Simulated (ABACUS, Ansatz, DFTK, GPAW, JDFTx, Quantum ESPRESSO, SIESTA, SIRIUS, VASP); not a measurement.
**SrCl2: programs and potentials compared**

```xyz
3
Lattice="0.0000 3.4884 3.4884 3.4884 0.0000 3.4884 3.4884 3.4884 0.0000" Properties=species:S:1:pos:R:3 pbc="T T T"
Sr    0.0000    0.0000    0.0000
Cl    5.2325    5.2325    5.2325
Cl    1.7442    1.7442    1.7442
```

Alike in all runs: task single point; functional PBEsol; k mesh 7 × 7 × 7; occupations fermi-dirac, width 0.05 eV; no spin polarisation; no spin-orbit coupling. Pressure is positive in compression and, in plane waves, holds the error of the finite cutoff.

```csv
program and potentials,plane-wave cutoff (eV),notes,pressure (GPa)
"DFTK, PseudoDojo SR PBEsol 0.4.1 standard (PBEsol)",1088,-,-1.08
"SIRIUS, PseudoDojo 0.4.1 PBEsol standard (scalar relativistic)",937,-,-1.08
"Ansatz, all-electron LAPW, scalar-relativistic",-,-,-1.06
"SIESTA, files PseudoDojo sr-pbesol-0.4.1-standard, DZP (energy shift 0.003 Ry; two zetas on semicore shells; d shell added on Sr)",-,atomic basis,-0.85
"JDFTx, PseudoDojo-SR-PBEsol-0.4.1-standard with smoothed tails",925,-,-1.08
"Quantum ESPRESSO, GBRV 1.5 PBEsol",612,-,-1.08
"GPAW, PAW data sets generated for this functional",600,-,-0.99
"ABACUS, PseudoDojo NC SR 0.4.1 PBEsol standard, plane waves",925,-,-1.08
"VASP, PBE PAW files Cl, Sr_sv, 520 eV",520,potentials made for PBE,-0.94
```

The pressure spans -1.08 (ABACUS, PseudoDojo NC SR 0.4.1 PBEsol standard, plane waves) to -0.85 GPa (SIESTA, files PseudoDojo sr-pbesol-0.4.1-standard, DZP (energy shift 0.003 Ry; two zetas on semicore shells; d shell added on Sr)), with all-electron results at -1.06. Rows in atomic bases carry the error of their basis and grid, which can be large.

The functional is the same throughout but for its coding, so the spread measures potentials, basis and numerics; runs on potential files found faulty are left out.
